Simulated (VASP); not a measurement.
Consider the following.

```
CELL_PARAMETERS angstrom
      6.33582     0.00000     0.00000
      0.00000     6.33582     0.00000
      0.00000     0.00000     6.33582
ATOMIC_POSITIONS crystal
  Zr 0.00000 0.00000 0.00000
  Zr 0.50000 0.50000 0.00000
  Zr 0.00000 0.50000 0.50000
  Zr 0.50000 0.00000 0.50000
  S  0.34736 0.34736 0.34736
  S  0.84736 0.15264 0.65264
  S  0.65264 0.84736 0.15264
  S  0.15264 0.65264 0.84736
  S  0.65264 0.65264 0.65264
  S  0.15264 0.84736 0.34736
  S  0.34736 0.15264 0.84736
  S  0.84736 0.34736 0.15264
```

The numbers are results of r2SCAN meta-GGA, VASP's PBE PAW potentials (set 64) (plane waves; VASP 6.6.1), not measurements. Run with 400 eV cut-off, 3×3×3 Γ-centred mesh, Gaussian smearing of 0.050 eV, potentials Zr_sv S.

### Question
What does the run give for the energy per atom (σ→0)?

### Answer

```yaml
energy per atom (σ→0): -14.455 eV/atom
```

The absolute energy has meaning only against runs of the same code, potentials and settings.

The structure was generated: ZrS2 was put into the pyrite type (Pa-3), which need not be its known phase. It was relaxed first, which changed the volume by +8 %. The start is the result of an earlier pass.
